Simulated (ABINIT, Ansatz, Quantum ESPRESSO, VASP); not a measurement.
## Code comparison for WSe₂ (P6_3/mmc, 6 atoms in the cell)

Self-consistent single point.

```xyz
6
Lattice="1.6398 -2.8403 0.0000 1.6398 2.8403 0.0000 0.0000 0.0000 12.9587" Properties=species:S:1:pos:R:3 pbc="T T T"
W      1.6398     0.9468     3.2397
W      1.6398    -0.9468     9.7190
Se     1.6398     0.9468    11.3907
Se     1.6398    -0.9468     4.9113
Se     1.6398    -0.9468     1.5680
Se     1.6398     0.9468     8.0474
```

All programs got the same cell, k-point mesh and kind of occupations (in Ansatz's words: kpoints.mp_grid.grid = 5 5 1; scf.occupations.method = fermi_dirac; scf.occupations.width = 0.02 eV); potentials, basis and cutoffs are each program's usual ones.

```
code                                                          model  pressure (GPa)  largest force (eV/Å)   cutoff
----------------  -------------------------------------------------  --------------  --------------------  -------
Ansatz                                       PBE, default PAW files            4.89                 0.226  default
VASP                        PBE, VASP's PBE PAW potentials (set 64)            5.01                 0.276   300 eV
ABINIT                                  PBE, PAW (JTH v2.0 PBE PAW)            5.11                 0.266    40 Ry
Quantum ESPRESSO  PBE, SSSP 1.1.2 efficiency (PBE) pseudopotentials            4.10                 0.258    40 Ry
```

The spread over the programs that give each value: pressure within 1.01 GPa; largest force within 0.050 eV/Å.

The starting cell has typed, rounded lattice constants, without a prior relaxation at this level. Its lattice was rescaled by a random factor within 2.5 % of one. On Ansatz's run: Spin-orbit coupling is off. Spin polarisation is off. In the base run, with a pressure of about 5 GPa the cell is away from its equilibrium volume at this level.

Task: Why do the programs differ, and what cannot be compared?

Result: Differences of this kind can come from the potentials, where these differ, and from what each basis and cutoff leave unconverged. The valence holds different numbers of electrons (Ansatz (a first-principles code) 92, VASP 52, ABINIT 52, Quantum ESPRESSO 52). The zero of total energies and Fermi levels follows the potentials and each program's conventions, so they are not compared here. Ansatz's pressure is given at a fixed set of plane waves, as the other plane-wave codes print theirs.

The shared mesh is coarse (it stands for a supercell whose shortest vector is 13 Å), so the values are not converged in it.

This mesh misses zone-boundary points where a band edge of such crystals can lie, so no gaps are given.

VASP's run is marked for a possible Pulay error in its stress at this cutoff; no cutoff test was made.

Left out of this page: GPAW, CP2K, Elk and SIESTA (not drawn, or without a comparable value); FLEUR (with a known weakness of the program).

Keys are those of Ansatz 0.2.
